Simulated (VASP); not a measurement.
Write the native input for VASP 6.6.1 that does the following.

* Task: single point
* Functional: SCAN
* Dispersion: D3(BJ)
* Potentials or basis: VASP PAW PBE potentials, release 64 (F, C, S, Se, H)
* Cutoff: 520 eV
* k mesh: 1 × 1 × 1
* Occupations: gaussian, width 0.01 eV
* Spin: no spin polarisation
* Further INCAR settings: ALGO = Normal; EDIFF = 1e-07; NBANDS = 20

The structure of FCSSeH lies in POSCAR:

```
HCSeSF
1.0
   12.0000000000      0.0000000000      0.0000000000
    0.0000000000     11.0000000000      0.0000000000
    0.0000000000      0.0000000000     12.0000000000
F C S Se H
1 1 1 1 1
Cartesian
    5.1986000400      5.1097500300      7.3528500000
    5.6118999600      5.3289500000      6.1104500400
    7.1660000400      6.0689500300      6.0325500000
    4.6529000400      4.8989499900      4.7055500400
    7.3731000000      6.1430499900      7.3624500000
```

One way to write it, as run:

INCAR

```
SYSTEM = HCSeSF
  PREC = Accurate
  ENCUT = 520
  EDIFF = 1E-7
  ISMEAR = 0
  SIGMA = 0.01
  LREAL = .FALSE.
  LASPH = .TRUE.
  NELM = 60
  ALGO = Normal
  ISIF = 2
  LWAVE = .FALSE.
  LCHARG = .TRUE.
  METAGGA = SCAN
  LMIXTAU = .TRUE.
  IVDW = 12
  LELF = .TRUE.
  LVHAR = .TRUE.
  LVACPOTAV = .TRUE.
  NBANDS = 20
```

KPOINTS

```
regular mesh
0
G
  1 1 1
  0 0 0
```

Potentials or basis: VASP PAW PBE potentials, release 64 (F, C, S, Se, H).

Run with:

```sh
$ cat potpaw_PBE.64/F/POTCAR potpaw_PBE.64/C/POTCAR potpaw_PBE.64/S/POTCAR potpaw_PBE.64/Se/POTCAR potpaw_PBE.64/H/POTCAR > POTCAR
$ mpirun -np 1 vasp_gam > vasp.out
```

Results of the run:

* Largest force: 0.785 eV/Å
* Gap between the frontier levels: 2.89 eV
* Dispersion energy per atom: -0.005 eV

Caveat: the PAW data sets were made with another functional, which shifts forces and pressure a little.

Run time: 15 min on 1 thread of Intel(R) Xeon(R) Platinum 8559C (Emerald Rapids), with other jobs on the host, peak memory 1.6 GiB.
